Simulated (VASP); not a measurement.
Energy against volume of PtAl2 (fluorite). Method: rev-vdW-DF2, VASP's PBE PAW potentials (set 64) (plane waves; VASP). Run with 520 eV cut-off, 9×9×9 Γ-centred mesh, first-order Methfessel-Paxton smearing of 0.10 eV, potentials Al Pt.

```csv
V (Å³/atom),E (eV/atom)
16.281,-3.96756
16.801,-3.98971
17.320,-3.99648
17.840,-3.99017
```

**Question.** Fit these four points and predict the energy of the run at 18.360 Å³/atom.

**Answer.** A cubic in V^(−2/3), the third-order Birch-Murnaghan form, passes through the four points with V0 = 17.32 Å³/atom and B0 = 134 GPa, and gives -3.9727 eV/atom there. The run gave -3.9728 eV/atom, -0.1 meV/atom from the fit; all five points give B0 = 134 GPa.

The compound is PtAl2 in the fluorite structure. It was relaxed first.
